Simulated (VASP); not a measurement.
Input:

```xyz
2
Lattice="0.0000 2.7794 2.7794 2.7794 0.0000 2.7794 2.7794 2.7794 0.0000" Properties=species:S:1:pos:R:3 pbc="T T T"
Ge     0.0000     0.0000     0.0000
Ge     1.3897     1.3897     1.3897
```

Computed with PBEsol GGA, VASP's PBE PAW potentials (set 64) (plane waves; VASP). Run with 520 eV cut-off, 11×11×11 Γ-centred mesh, first-order Methfessel-Paxton smearing of 0.10 eV, potentials Ge_d.

Task: Give the stress tensor in GPa (positive for a compressed cell).

Result: 
```
4.75  0.00  0.00
0.00  4.75  0.00
0.00  0.00  4.75
```
The pressure is its mean diagonal, 4.75 GPa.

The compound is Ge in the diamond structure. This cell is one point of a volume scan, at 0.94 of the reference volume.
